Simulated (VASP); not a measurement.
Computed with PBE GGA, VASP's PBE PAW potentials (set 64) (plane waves; VASP).

VASP ran on this input.

**KPOINTS**
```
Automatic mesh
0
Gamma
6 6 5
0 0 0
```

POSCAR:
```
Tc2B
1.0
  3.8873230000   0.0000000000   0.0000000000
 -1.9436610000   3.3665200000   0.0000000000
  0.0000000000   0.0000000000   4.7630370000
B Tc
2 4
Cartesian
 -0.0000016103   2.2443477888   1.1907592500
  1.9436636103   1.1221722112   3.5722777500
  0.0000000000   0.0000000000   0.0000000000
  0.0000000000   0.0000000000   2.3815185000
 -0.0000016103   2.2443477888   3.5722777500
  1.9436636103   1.1221722112   1.1907592500
```

INCAR:
```
ALGO=Normal
EDIFF=1E-6
ENCUT=400
GGA=PE
ISIF=2
ISMEAR=-1
LASPH=.True.
LCHARG=.False.
LMAXMIX=4
LREAL=.False.
LWAVE=.False.
NELM=100
PREC=Accurate
SIGMA=0.1
SYSTEM=Tc2B
```

POTCAR, in this order: B Tc_pv (PBE.64 set). Program: vasp_std.

The resulting files:

### OSZICAR
```
       N       E                     dE             d eps       ncg     rms          rms(c)
DAV:   1     0.669623423914E+03    0.66962E+03   -0.30148E+04  1564   0.144E+03
DAV:   2    -0.231167622577E+02   -0.69274E+03   -0.68233E+03  1492   0.468E+02
DAV:   3    -0.555287249197E+02   -0.32412E+02   -0.31710E+02  1912   0.103E+02
DAV:   4    -0.562879732740E+02   -0.75925E+00   -0.74560E+00  1660   0.140E+01
DAV:   5    -0.563066901938E+02   -0.18717E-01   -0.18561E-01  1770   0.196E+00    0.476E+01
DAV:   6    -0.522622460400E+02    0.40444E+01   -0.30480E+01  1786   0.319E+01    0.161E+01
DAV:   7    -0.531993639467E+02   -0.93712E+00   -0.17900E+01  1746   0.279E+01    0.134E+01
DAV:   8    -0.517762998402E+02    0.14231E+01   -0.73325E+00  1732   0.194E+01    0.611E+00
DAV:   9    -0.517739094311E+02    0.23904E-02   -0.29122E-01  1750   0.366E+00    0.108E+00
DAV:  10    -0.517647680306E+02    0.91414E-02   -0.92596E-02  1722   0.228E+00    0.330E-01
DAV:  11    -0.517640551321E+02    0.71290E-03   -0.66704E-03  1832   0.660E-01    0.935E-02
DAV:  12    -0.517639460465E+02    0.10909E-03   -0.86261E-04  1730   0.169E-01    0.153E-02
DAV:  13    -0.517639395498E+02    0.64967E-05   -0.37409E-05  1774   0.310E-02    0.104E-02
DAV:  14    -0.517639359841E+02    0.35657E-05   -0.99609E-06  1562   0.199E-02    0.333E-03
DAV:  15    -0.517639358096E+02    0.17452E-06   -0.12722E-06   860   0.725E-03
   1 F= -.51763936E+02 E0= -.51676481E+02  d E =-.174910E+00
```

File OUTCAR:
```
------------------------ aborting loop because EDIFF is reached ----------------------------------------
  FORCE on cell =-STRESS in cart. coord.  units (eV):
  Direction    XX          YY          ZZ          XY          YZ          ZX
  --------------------------------------------------------------------------------------
  Total       20.4900093     20.4900036     16.3685787      0.0000030      0.0000000     -0.0000000
  in kB      526.6680303    526.6678831    420.7322191      0.0000782      0.0000000     -0.0000000
  external PRESSURE =     491.3560442 kB  Pullay stress =       0.0000000 kB
  volume of cell :       62.33
      direct lattice vectors                 reciprocal lattice vectors
     3.887323000  0.000000000  0.000000000     0.257246439  0.148521284  0.000000000
    -1.943661000  3.366520000  0.000000000     0.000000000  0.297042643  0.000000000
     0.000000000  0.000000000  4.763037000     0.000000000  0.000000000  0.209950080
 POSITION                                       TOTAL-FORCE (eV/Angst)
 -----------------------------------------------------------------------------------
     -0.00000      2.24435      1.19076         0.000000     -0.000000      0.000000
      1.94366      1.12217      3.57228         0.000000      0.000000      0.000000
      0.00000      0.00000      0.00000         0.000000      0.000000      0.000000
      0.00000      0.00000      2.38152         0.000000      0.000000      0.000000
     -0.00000      2.24435      3.57228        -0.000000     -0.000000      0.000000
      1.94366      1.12217      1.19076         0.000000      0.000000      0.000000
 -----------------------------------------------------------------------------------
    total drift:                               -0.000465      0.001124      0.000026
  FREE ENERGIE OF THE ION-ELECTRON SYSTEM (eV)
  ---------------------------------------------------
  free  energy   TOTEN  =       -51.7639358096 eV

  energy  without entropy=      -51.5890254913  energy(sigma->0) =      -51.67648065
```
(Selected blocks of OUTCAR.)

At this cut-off the stress carries a Pulay error, which pulls relaxed volumes low.

The structure was generated: Tc2B was put into an ordered model structure, which need not be its known phase. The cell was not relaxed at this level, and its volume differs by -5.9 % from the start's. The k-mesh is coarse (spacing up to 0.31 per Å, 2π included), so the numbers may not be converged in it.
